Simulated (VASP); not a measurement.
# OInCl2H in VASP: reference runs

Reference runs on OInCl2H: the cell as given.

Everything below comes from runs of VASP 6.6.1. Logs are shortened: lines on timing, memory, paths and dates and some standing lists are left out, and cuts for length are marked.

## (1) Starting point

The cell holds a molecule in a box, 5 atoms: a = 13.000 Å, b = 13.000 Å, c = 12.000 Å, α = 90.00°, β = 90.00°, γ = 90.00°.

## (2) Single point, PBE

Input file INCAR:

```
PREC = Accurate
ENCUT = 520
EDIFF = 1E-7
ISMEAR = 0
SIGMA = 0.01
LREAL = F
LASPH = T
NELM = 60
ALGO = Normal
ISIF = 2
LWAVE = F
LCHARG = F
GGA = PE
NBANDS = 25
```

Input file KPOINTS:

```
Automatic mesh
0
Gamma
  1 1 1
```

Input file POSCAR:

```
InHCl2O
1.0
   13.0000000000      0.0000000000      0.0000000000
    0.0000000000     13.0000000000      0.0000000000
    0.0000000000      0.0000000000     12.0000000000
O In Cl H
1 1 2 1
Direct
    0.4687846200      0.6112615400      0.4976791700
    0.4887769200      0.4617923100      0.5007125000
    0.6280461500      0.3935076900      0.5941041700
    0.3739538500      0.3565076900      0.4115625000
    0.5219692300      0.6467230800      0.5380458300
```

Potentials or basis: VASP PAW PBE potentials, release 64 (O, In_d, Cl, H).

Command:

```console
cat potpaw_PBE.64/O/POTCAR potpaw_PBE.64/In_d/POTCAR potpaw_PBE.64/Cl/POTCAR potpaw_PBE.64/H/POTCAR > POTCAR
mpirun -np 1 vasp_gam > vasp.out
```

OUTCAR:

```text
PREC = Accurate
   ENCUT = 520
   EDIFF = 1E-7
   ISMEAR = 0
   LREAL = F
   LASPH = T
   NELM = 60
   ISIF = 2
   GGA = PE

 ion  position               nearest neighbor table
   1  0.469  0.611  0.498-   5 0.96   2 1.96
   2  0.489  0.462  0.501-   1 1.96   4 2.29   3 2.31
   3  0.628  0.394  0.594-   2 2.31
   4  0.374  0.357  0.412-   2 2.29
   5  0.522  0.647  0.538-   1 0.96

  LATTYP: Found a simple tetragonal cell.
 ALAT       =    13.0000000000
 C/A-ratio  =     0.9230769231

  Lattice vectors:

 A1 = (  13.0000000000,   0.0000000000,   0.0000000000)
 A2 = (   0.0000000000,  13.0000000000,   0.0000000000)
 A3 = (   0.0000000000,   0.0000000000,  12.0000000000)

Analysis of symmetry for initial positions (statically):
=====================================================================
 Subroutine PRICEL returns:
 Original cell was already a primitive cell.

 Routine SETGRP: Setting up the symmetry group for a
 simple tetragonal supercell.

 Subroutine GETGRP returns: Found  1 space group operations
 (whereof  1 operations were pure point group operations)
 out of a pool of 16 trial point group operations.

The static configuration has the point symmetry C_1 .

Analysis of symmetry for dynamics (positions and initial velocities):
=====================================================================
 Subroutine PRICEL returns:
 Original cell was already a primitive cell.

 Routine SETGRP: Setting up the symmetry group for a
 simple tetragonal supercell.

 Subroutine GETGRP returns: Found  1 space group operations
 (whereof  1 operations were pure point group operations)
 out of a pool of 16 trial point group operations.

The dynamic configuration has the point symmetry C_1 .

 Subroutine INISYM returns: Found  1 space group operations
 (whereof  1 operations are pure point group operations),
 and found     1 'primitive' translations

----------------------------------------------------------------------------------------

                                     Primitive cell

  volume of cell :    2028.0000

  direct lattice vectors                    reciprocal lattice vectors
    13.000000000  0.000000000  0.000000000     0.076923077  0.000000000  0.000000000
     0.000000000 13.000000000  0.000000000     0.000000000  0.076923077  0.000000000
     0.000000000  0.000000000 12.000000000     0.000000000  0.000000000  0.083333333

  length of vectors
    13.000000000 13.000000000 12.000000000     0.076923077  0.076923077  0.083333333

  position of ions in fractional coordinates (direct lattice)
     0.468784620  0.611261540  0.497679170
     0.488776920  0.461792310  0.500712500
     0.628046150  0.393507690  0.594104170
     0.373953850  0.356507690  0.411562500
     0.521969230  0.646723080  0.538045830

  ion indices of the primitive-cell ions
   primitive index   ion index
                 1           1
                 2           2
                 3           3
                 4           4
                 5           5

----------------------------------------------------------------------------------------

 KPOINTS: Automatic mesh

Automatic generation of k-mesh.
 Grid dimensions read from file:
 generate k-points for:    1    1    1

 Generating k-lattice:

  Cartesian coordinates                     Fractional coordinates (reciprocal lattice)
     0.076923077  0.000000000  0.000000000     1.000000000  0.000000000  0.000000000
     0.000000000  0.076923077  0.000000000     0.000000000  1.000000000  0.000000000
     0.000000000  0.000000000  0.083333333     0.000000000  0.000000000  1.000000000

  Length of vectors
     0.076923077  0.076923077  0.083333333

  Shift w.r.t. Gamma in fractional coordinates (k-lattice)
     0.000000000  0.000000000  0.000000000

 Subroutine IBZKPT returns following result:
 ===========================================

 Found      1 irreducible k-points:

 Following reciprocal coordinates:
            Coordinates               Weight
  0.000000  0.000000  0.000000      1.000000
   k-points           NKPTS =      1   k-points in BZ     NKDIM =      1   number of bands    NBANDS=     25
   number of dos      NEDOS =    301   number of ions     NIONS =      5
   total plane-waves  NPLWV = 864360
   dimension x,y,z NGX =    98 NGY =   98 NGZ =   90
   dimension x,y,z NGXF=   196 NGYF=  196 NGZF=  180
   ions per type =               1   1   2   1
   NGX,Y,Z   is equivalent  to a cutoff of  12.53, 12.53, 12.47 a.u.
   NGXF,Y,Z  is equivalent  to a cutoff of  25.06, 25.06, 24.94 a.u.
 SYSTEM =  unknown system
   PREC   = accura    normal or accurate (medium, high low for compatibility)
   ISTART =      0    job   : 0-new  1-cont  2-samecut
   ICHARG =      2    charge: 1-file 2-atom 10-const
   ISPIN  =      1    spin polarized calculation?
   LNONCOLLINEAR =      F non collinear calculations
   LSORBIT =      F    spin-orbit coupling
   LASPH  =      T    aspherical Exc in radial PAW
   ENCUT  =  520.0 eV  38.22 Ry    6.18 a.u.  24.17 24.17 22.31*2*pi/ulx,y,z
   NELM   =     60;   NELMIN=  2; NELMDL= -5     # of ELM steps
   EDIFF  = 0.1E-06   stopping-criterion for ELM
   LREAL  =      F    real-space projection
   EDIFFG = 0.1E-05   stopping-criterion for IOM
   NSW    =      0    number of steps for IOM
   IBRION =     -1    ionic relax: 0-MD 1-quasi-New 2-CG
   NFREE  =      0    steps in history (QN), initial steepest desc. (CG)
   ISIF   =      2    stress and relaxation
   ISYM   =      2    0-nonsym 1-usesym 2-fastsym
   POTIM  = 0.5000    time-step for ionic-motion
   TEBEG  =    0.0;   TEEND  =   0.0 temperature during run
   PSTRESS=    0.0 pullay stress
   NELECT =      34.0000    total number of electrons
   NUPDOWN=      -1.0000    fix difference up-down
   EMIN   =  10.00;   EMAX   =-10.00  energy-range for DOS
   EFERMI =   0.00;   METHOD = LEGACY
   ISMEAR =     0;   SIGMA  =   0.01  broadening in eV -4-tet -1-fermi 0-gaus
   EFERMI_NEDOS =   21; number of points for ismear=-14 and -15
   IALGO  =     38    algorithm
   IMIX   =      4    mixing-type and parameters
     AMIX     =   0.40;   BMIX     =  1.00
     AMIX_MAG =   1.60;   BMIX_MAG =  1.00
  volume/ion in A,a.u.               =     405.60      2737.12
  Fermi-wavevector in a.u.,A,eV,Ry     =   0.418998  0.791791  2.388628  0.175559
  Thomas-Fermi vector in A             =   1.380257
   LORBIT       =      0    0 simple, 1 ext, 2 COOP (PROOUT), +10 PAW based schemes
   GGA     = PE    functional components
   LHFCALC =     F    Hartree Fock is set to
   AEXX    =    0.0000 exact exchange contribution
   IVDW    =     0    specifies the selected vdW correction
   LEPSILON=     F    determine dielectric tensor
   LRPA    =     F    only Hartree local field effects (RPA)
 non-spin polarized calculation
 Gauss-broadening in eV      SIGMA  =   0.01
  energy-cutoff  :      520.00
  volume of cell :     2028.00
 maximum number of plane-waves:     27285
 NGX is ok and might be reduce to    98
   NGX = 49   NGY = 49   NGZ = 45

 number of electron      33.9999997 magnetization

 Free energy of the ion-electron system (eV)
  ---------------------------------------------------
  ext. energy  EPLUGINS =         0.00000000
  ---------------------------------------------------
  free energy    TOTEN  =       -18.88698026 eV

  energy without entropy =      -18.88698026  energy(sigma->0) =      -18.88698026

 E-fermi :  -7.1777     XC(G=0):  -0.8336

 val. band max:       -7.3019726373   @ k =   0.0000   0.0000   0.0000
 cond. band min:      -3.1101216892   @ k =   0.0000   0.0000   0.0000
 fundamental gap:      4.1918509481
 Fermi energy:        -7.1776503589

 k-point     1 :       0.0000    0.0000    0.0000
  band No.  band energies     occupation
      1     -24.5432      2.00000
      2     -20.9013      2.00000
      3     -20.7913      2.00000
      4     -19.8929      2.00000
      5     -19.8203      2.00000
      6     -19.6538      2.00000
[... 17 lines left out ...]
     24       0.8891      0.00000
     25       0.9897      0.00000

------------------------ aborting loop because EDIFF is reached ----------------------------------------

  FORCE on cell =-STRESS in cart. coord.  units (eV):
  Direction    XX          YY          ZZ          XY          YZ          ZX
  --------------------------------------------------------------------------------------
  -------------------------------------------------------------------------------------
  Total        1.0776758      1.6341409      0.4335518      0.0722895      0.1645572      0.7625274
  in kB        0.8513943      1.2910175      0.3425182      0.0571108      0.1300048      0.6024182
  external PRESSURE =       0.8283100 kB  Pullay stress =       0.0000000 kB

 VOLUME and BASIS-vectors are now :
 -----------------------------------------------------------------------------
  energy-cutoff  :      520.00
  volume of cell :     2028.00
      direct lattice vectors                 reciprocal lattice vectors
    13.000000000  0.000000000  0.000000000     0.076923077  0.000000000  0.000000000
     0.000000000 13.000000000  0.000000000     0.000000000  0.076923077  0.000000000
     0.000000000  0.000000000 12.000000000     0.000000000  0.000000000  0.083333333

 POSITION                                       TOTAL-FORCE (eV/Angst)
 -----------------------------------------------------------------------------------
      6.09420      7.94640      5.97215        -0.549793      0.309928     -0.337914
      6.35410      6.00330      6.00855         0.047488     -0.282578      0.011097
      8.16460      5.11560      7.12925         0.271827     -0.142166      0.168917
      4.86140      4.63460      4.93875        -0.218458     -0.187148     -0.156202
      6.78560      8.40740      6.45655         0.448936      0.301964      0.314103
 -----------------------------------------------------------------------------------
    total drift:                                0.000804     -0.000521     -0.001030

  FREE ENERGIE OF THE ION-ELECTRON SYSTEM (eV)
  ---------------------------------------------------
  free  energy   TOTEN  =       -18.8869802601 eV

  energy  without entropy=      -18.8869802601  energy(sigma->0) =      -18.88698026
```

It took 3.4 min on 1 thread of Intel Xeon Platinum 8375C at 2.90GHz (Ice Lake), shared host; peak memory 1.4 GiB.

What came out:

```yaml
Free_energy: -18.8870 eV
Largest_force: 0.716 eV/Å
Gap_between_the_frontier_levels: 4.19 eV
```

Forces on the atoms (eV/Å):
```
O   -0.550  0.310 -0.338
In   0.047 -0.283  0.011
Cl   0.272 -0.142  0.169
Cl  -0.218 -0.187 -0.156
H    0.449  0.302  0.314
```

Levels at points of the mesh, in eV from the valence-band top:
| k point | band 14 | band 15 | band 16 | band 17 | band 18 | band 19 | band 20 | band 21 |
| --- | --- | --- | --- | --- | --- | --- | --- | --- |
| (0.00, 0.00, 0.00) | -0.34 | -0.23 | -0.16 | 0.00 | 4.19 | 5.55 | 6.99 | 7.40 |

Caveat: spin-orbit coupling is left out, which moves the levels of the heavy elements. Expect the measured gap to be larger: semilocal functionals such as PBE lack the derivative discontinuity.
